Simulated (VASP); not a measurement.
# What goes wrong when AlCr2C is relaxed with a bad input, part 2 of 2

Aim: see how common mistakes in a VASP relaxation show up, on AlCr2C. The starting structure is a computed structure from the Materials Project. The first relaxation on each setting starts from this cell expanded by 3 % in volume.

VASP 6.6.1.

Results so far: reference 10.78 Å³ an atom.

## (4) Relaxation with too few ionic steps

Level of this step: PBEsol, spin-polarised from an antiferromagnetic start; plane waves and PAW (Cr_pv, Al, C) (VASP).

A slip made on purpose: too few ionic steps. Against step 2 the input has NSW = 2 (also changed: NELM).

INCAR reads:

```
SYSTEM = AlCr2C
PREC = Accurate
ENCUT = 520
EDIFF = 1E-06
NELM = 60
ISMEAR = 1
SIGMA = 0.15
LREAL = .FALSE.
ALGO = Normal
GGA = PS
NBANDS = 43
ISPIN = 2
MAGMOM = 3 -3 3 -3 0 0 0 0
LASPH = .TRUE.
LMAXMIX = 4
LORBIT = 11
LWAVE = .FALSE.
LCHARG = .FALSE.
KPAR = 8
IBRION = 2
NSW = 2
ISIF = 3
EDIFFG = -0.006
```

POSCAR reads:

```
AlCr2C
1.0
    2.8530741815      0.0000000000      0.0000000000
   -1.4265370907      2.4708347201      0.0000000000
    0.0000000000      0.0000000000     12.7261478707
Cr Al C
4 2 2
Direct
    0.3333333333      0.6666666667      0.0850588400
    0.6666666667      0.3333333333      0.5850588400
    0.6666666667      0.3333333333      0.9149411600
    0.3333333333      0.6666666667      0.4149411600
    0.3333333333      0.6666666667      0.7500000000
    0.6666666667      0.3333333333      0.2500000000
    0.0000000000      0.0000000000      0.0000000000
    0.0000000000      0.0000000000      0.5000000000
```

KPOINTS reads:

```
Automatic mesh
0
Gamma
12 12 4
0 0 0
```

Potentials, in the order of the species: Cr_pv, Al and C (PBE family, release 64).

Command:

```console
> mpirun -np 8 vasp_std
```

Log:

```text
[... set-up lines as in an earlier step ...]
 entering main loop
       N       E                     dE             d eps       ncg     rms          rms(c)
DAV:   1     0.734863456248E+03    0.73486E+03   -0.33125E+04  9820   0.161E+03
DAV:   2    -0.199040496011E+02   -0.75477E+03   -0.72399E+03  9819   0.491E+02
DAV:   3    -0.805955611080E+02   -0.60692E+02   -0.58292E+02 12636   0.141E+02
DAV:   4    -0.826563654735E+02   -0.20608E+01   -0.20381E+01 12080   0.240E+01
[...]
DAV:  15    -0.701435700123E+02   -0.20494E-04   -0.39519E-04 12478   0.130E-01    0.598E-02
DAV:  16    -0.701435525267E+02    0.17486E-04   -0.83159E-05 13194   0.562E-02    0.182E-02
DAV:  17    -0.701435530685E+02   -0.54177E-06   -0.87041E-06 12776   0.188E-02
   1 F= -.70143553E+02 E0= -.70145216E+02  d E =-.701436E+02  mag=    -0.0000
[...]
N       E                     dE             d eps       ncg     rms          rms(c)
DAV:   1    -0.778807272229E+02   -0.77372E+01   -0.16431E+02 11093   0.143E+02    0.307E+01
DAV:   2    -0.734996388404E+02    0.43811E+01   -0.89703E+01 11766   0.683E+01    0.140E+01
DAV:   3    -0.703168232238E+02    0.31828E+01   -0.21404E+01 11842   0.372E+01    0.591E+00
DAV:   4    -0.699766749293E+02    0.34015E+00   -0.16707E+00 10775   0.932E+00    0.179E+00
[...]
DAV:   9    -0.699504670186E+02    0.20749E-04   -0.10559E-04 12170   0.875E-02    0.161E-02
DAV:  10    -0.699504668960E+02    0.12267E-06   -0.15092E-05 11694   0.440E-02    0.682E-03
DAV:  11    -0.699504663664E+02    0.52953E-06   -0.10073E-06  6613   0.592E-03
   2 F= -.69950466E+02 E0= -.69951807E+02  d E =0.193087E+00  mag=     0.0000
 trial-energy change:    0.193087  1 .order    0.226388   -0.560937    1.013714
 step:   0.3863(harm=  0.3562)  dis= 0.01108  next Energy=   -70.253821 (dE=-0.110E+00)
```

Run time: 2.4 min. Hardware: 8 MPI ranks of Intel Xeon Platinum 8259CL at 2.50GHz (Skylake/Cascade Lake), shared host; peak memory 3.9 GiB.

Parts of OUTCAR (step 4):

```text
  Total        8.8727525      8.8727525      9.4870486      0.0000000      0.0000000     -0.0000000
  in kB      174.4130806    174.4130806    186.4883957      0.0000000      0.0000000     -0.0000000
  external PRESSURE =     178.4381856 kB  Pullay stress =       0.0000000 kB

 POSITION                                       TOTAL-FORCE (eV/Angst)
 -----------------------------------------------------------------------------------
     -0.00000      1.59543      1.02057        -0.000000     -0.000000      1.365398
      1.38168      0.79771      7.18303         0.000000     -0.000000      1.365398
      1.38168      0.79771     11.30435         0.000000      0.000000     -1.365398
     -0.00000      1.59543      5.14189        -0.000000      0.000000     -1.365398
     -0.00000      1.59543      9.24369         0.000000      0.000000      0.000000
      1.38168      0.79771      3.08123         0.000000      0.000000      0.000000
      0.00000      0.00000      0.00000         0.000000      0.000000      0.000000
      0.00000     -0.00000      6.16246         0.000000      0.000000      0.000000
 -----------------------------------------------------------------------------------
    total drift:                               -0.000000      0.000000     -0.000000

  FREE ENERGIE OF THE ION-ELECTRON SYSTEM (eV)
  ---------------------------------------------------
  free  energy   TOTEN  =       -69.9504663664 eV

  energy  without entropy=      -69.9544872458  energy(sigma->0) =      -69.95180666

 magnetization (x)
# of ion       s       p       d       tot
------------------------------------------
    1        0.000   0.000   0.000   0.000
    2       -0.000  -0.000  -0.000  -0.000
    3        0.000   0.000   0.000   0.000
    4       -0.000  -0.000  -0.000  -0.000
    5        0.000   0.000   0.000   0.000
    6        0.000   0.000   0.000   0.000
    7       -0.000  -0.000   0.000  -0.000
    8        0.000   0.000   0.000   0.000
--------------------------------------------------
tot          0.000   0.000   0.000   0.000

[... 1 part as in an earlier step ...]

[... 2 further parts left out ...]
[key lines of the parts left out:]
E-fermi :  10.9574
```

The relaxation used up its 2 ionic steps (NSW) before forces and stress met EDIFFG.

## (5) Relaxation with only the volume free (ISIF = 7)

A slip made on purpose: only the volume free (ISIF = 7). Against step 2 the input has ISIF = 7 (also changed: NELM).

Changes to INCAR since step 4:

```diff
@@ -20,4 +20,4 @@
 IBRION = 2
-NSW = 2
-ISIF = 3
+NSW = 50
+ISIF = 7
 EDIFFG = -0.006
```

POSCAR is that of step 4.

KPOINTS is that of step 4.

Command:

```console
> mpirun -np 8 vasp_std
```

Log:

```text
[... set-up lines as in an earlier step ...]
 entering main loop
       N       E                     dE             d eps       ncg     rms          rms(c)
[... 17 cycles as in an earlier step ...]
   1 F= -.70143553E+02 E0= -.70145216E+02  d E =-.701436E+02  mag=    -0.0000
[... from here on, the cycles between the ionic steps are left out ...]
   2 F= -.70054615E+02 E0= -.70055842E+02  d E =0.889378E-01  mag=     0.0000
   3 F= -.70254086E+02 E0= -.70255528E+02  d E =-.110533E+00  mag=     0.0000
   4 F= -.70254101E+02 E0= -.70255539E+02  d E =-.110548E+00  mag=     0.0000
   5 F= -.70254102E+02 E0= -.70255542E+02  d E =-.423593E-06  mag=     0.0000
   6 F= -.70254106E+02 E0= -.70255545E+02  d E =-.473526E-05  mag=     0.0000
   7 F= -.70254106E+02 E0= -.70255545E+02  d E =-.472400E-05  mag=    -0.0000
   8 F= -.70254105E+02 E0= -.70255543E+02  d E =-.344169E-05  mag=     0.0000
   9 F= -.70254106E+02 E0= -.70255545E+02  d E =-.454702E-05  mag=    -0.0000
[...]
hard stop encountered!  aborting job ...
[...]
|     The electronic self-consistency was not achieved in the given           |
[...]
soft stop encountered!  aborting job ...
  10 F= -.70254108E+02 E0= -.70255547E+02  d E =0.431899E-02  mag=     0.0000
 deleting file STOPCAR
```

The job ended after 7 min (8 MPI ranks; peak memory 4 GiB).

Logs of long relaxations may skip ionic steps without a mark.

The run was stopped at its time limit, after 10 ionic steps.

## (6) Relaxation with a leftover external pressure of 100 kbar

A slip made on purpose: a leftover external pressure of 100 kbar. Against step 2 the input has PSTRESS = 100 (also changed: NELM).

Changes to INCAR since step 5:

```diff
@@ -21,3 +21,4 @@
 NSW = 50
-ISIF = 7
+ISIF = 3
 EDIFFG = -0.006
+PSTRESS = 100
```

POSCAR is that of step 5.

KPOINTS is that of step 5.

Command:

```console
> mpirun -np 8 vasp_std
```

Log:

```text
[... set-up lines as in an earlier step ...]
 entering main loop
       N       E                     dE             d eps       ncg     rms          rms(c)
[... 17 cycles as in an earlier step ...]
   1 F= -.64544132E+02 E0= -.64545795E+02  d E =-.645441E+02  mag=    -0.0000
[...]
2 F= -.63495766E+02 E0= -.63496449E+02  d E =0.104837E+01  mag=    -0.0000
[...]
3 F= -.64970373E+02 E0= -.64971706E+02  d E =-.426241E+00  mag=    -0.0000
[...]
4 F= -.64971066E+02 E0= -.64972390E+02  d E =-.426935E+00  mag=    -0.0000
[...]
5 F= -.64970986E+02 E0= -.64972305E+02  d E =-.426855E+00  mag=     0.0000
[...]
hard stop encountered!  aborting job ...
[...]
soft stop encountered!  aborting job ...
   6 F= -.64995573E+02 E0= -.64996779E+02  d E =0.362034E-02  mag=     0.0000
 deleting file STOPCAR
```

The job ended after 6.9 min (8 MPI ranks; peak memory 4 GiB).

The run was stopped at its time limit, after 6 ionic steps.

## (7) Relaxation with spin polarisation switched off

A slip made on purpose: spin polarisation switched off. Against step 2 the input has no ISPIN and no MAGMOM (also changed: NBANDS and LMAXMIX). This run starts from the cell of an earlier relaxation, which isn't shown; the restart sets up the plane waves anew.

INCAR reads:

```
SYSTEM = AlCr2C
PREC = Accurate
ENCUT = 520
EDIFF = 1E-06
NELM = 100
ISMEAR = 1
SIGMA = 0.15
LREAL = .FALSE.
ALGO = Normal
GGA = PS
NBANDS = 39
LASPH = .TRUE.
LORBIT = 11
LWAVE = .FALSE.
LCHARG = .FALSE.
KPAR = 8
IBRION = 2
NSW = 50
ISIF = 3
EDIFFG = -0.006
```

POSCAR reads:

```
AlCr2C
1.0
    2.8145198570      0.0000000000      0.0000000000
   -1.4072599285      2.4374456957      0.0000000000
    0.0000000000      0.0000000000     12.5749032515
Cr Al C
4 2 2
Direct
    0.3333333333      0.6666666667      0.0844766801
    0.6666666667      0.3333333333      0.5844766801
    0.6666666667      0.3333333333      0.9155233199
    0.3333333333      0.6666666667      0.4155233199
    0.3333333333      0.6666666667      0.7500000000
    0.6666666667      0.3333333333      0.2500000000
    0.0000000000      0.0000000000      0.0000000000
    0.0000000000      0.0000000000      0.5000000000
```

KPOINTS is that of step 6.

Command:

```console
> mpirun -np 8 vasp_std
```

Log:

```text
[... set-up lines as in an earlier step ...]
 entering main loop
       N       E                     dE             d eps       ncg     rms          rms(c)
DAV:   1     0.742838693192E+03    0.74284E+03   -0.33847E+04  4454   0.179E+03
DAV:   2    -0.167076849917E+02   -0.75955E+03   -0.73648E+03  4460   0.535E+02
DAV:   3    -0.841590588248E+02   -0.67451E+02   -0.65564E+02  5899   0.156E+02
DAV:   4    -0.864444576254E+02   -0.22854E+01   -0.22546E+01  5543   0.265E+01
[...]
DAV:  13    -0.702551506222E+02   -0.82205E-06   -0.22559E-05  5881   0.365E-02    0.920E-03
DAV:  14    -0.702551487553E+02    0.18669E-05   -0.24582E-06  3895   0.118E-02    0.158E-03
DAV:  15    -0.702551488244E+02   -0.69144E-07   -0.32302E-07  2986   0.467E-03
   1 F= -.70255149E+02 E0= -.70256535E+02  d E =-.702551E+02
[...]
reached required accuracy - stopping structural energy minimisation
```

It took 51 s on 8 MPI ranks; peak memory 2.8 GiB; 6.3 min of CPU time.

From OUTCAR (step 7):

```text
  Total       -0.0011760     -0.0011760     -0.0118041      0.0000000      0.0000000      0.0000000
  in kB       -0.0218408     -0.0218408     -0.2192306      0.0000000      0.0000000      0.0000000
  external PRESSURE =      -0.0876374 kB  Pullay stress =       0.0000000 kB

 POSITION                                       TOTAL-FORCE (eV/Angst)
 -----------------------------------------------------------------------------------
     -0.00000      1.62496      1.06229         0.000000      0.000000      0.001193
      1.40726      0.81248      7.34974         0.000000     -0.000000      0.001193
      1.40726      0.81248     11.51262        -0.000000     -0.000000     -0.001193
     -0.00000      1.62496      5.22517        -0.000000      0.000000     -0.001193
     -0.00000      1.62496      9.43118        -0.000000      0.000000      0.000000
      1.40726      0.81248      3.14373         0.000000     -0.000000      0.000000
      0.00000      0.00000      0.00000        -0.000000      0.000000      0.000000
      0.00000      0.00000      6.28745        -0.000000      0.000000      0.000000
 -----------------------------------------------------------------------------------
    total drift:                               -0.000000      0.000000     -0.000000

  FREE ENERGIE OF THE ION-ELECTRON SYSTEM (eV)
  ---------------------------------------------------
  free  energy   TOTEN  =       -70.2551488244 eV

  energy  without entropy=      -70.2593068077  energy(sigma->0) =      -70.25653482

[... 1 part as in an earlier step ...]

[... 3 further parts left out ...]
[key lines of the parts left out:]
E-fermi :  10.1853
```

With spin polarisation switched off the cell ends at 10.783 Å³ an atom, +0.02 % from the reference.

## (8) All runs side by side

```csv
run,ended,volume (Å³/atom),change (%),pressure left (GPa),core minutes
reference,converged,10.782,-,-0.02,77.5
one electron too many,cut off by time,-,-,-,54.7
too few ionic steps,not converged,-,-,-,18.8
only the volume free (ISIF = 7),cut off by time,-,-,-,55.6
a leftover external pressure of 100 kbar,cut off by time,-,-,-,55.1
spin polarisation switched off,converged,10.783,0.02,-0.01,35.6
```

Core minutes are wall time times ranks, summed over the relaxations behind a row (those for a bulk modulus apart), on shared hosts.

## (9) What came out

```json
{"volume of the reference": "10.78 Å³/atom", "volume against the reference, spin polarisation switched off": "+0.02 %", "run with one electron too many": "cut off by time", "run with too few ionic steps": "not converged", "run with only the volume free (ISIF = 7)": "cut off by time", "run with a leftover external pressure of 100 kbar": "cut off by time"}
```

What this shows: The run with too few ionic steps didn't converge. The runs with one electron too many, only the volume free (ISIF = 7) and a leftover external pressure of 100 kbar were cut off by time, so they give no result to compare. The log of the run with one electron too many holds a warning on the charge density. Little came of spin polarisation switched off in this material. The reference holds hardly any moment itself, so leaving spin out changes little against it; other magnetic starts weren't tried. The reference was restarted once and some of the runs with a slip weren't, so their cells may not have settled fully. Further runs on this material are not shown.

[Lines on the potential files, build, host, timing and source positions are cut from VASP's logs without a mark.]

[Logs are printed without paths, hosts, clocks, repeated set-up lines and the standing remarks that a program may print on its own settings, such as how far it seeks lower states.]

[Hosts, paths, dates, database ids (printed as entryN), source tags and the programs' standing remarks are cut or masked in the printed files.]
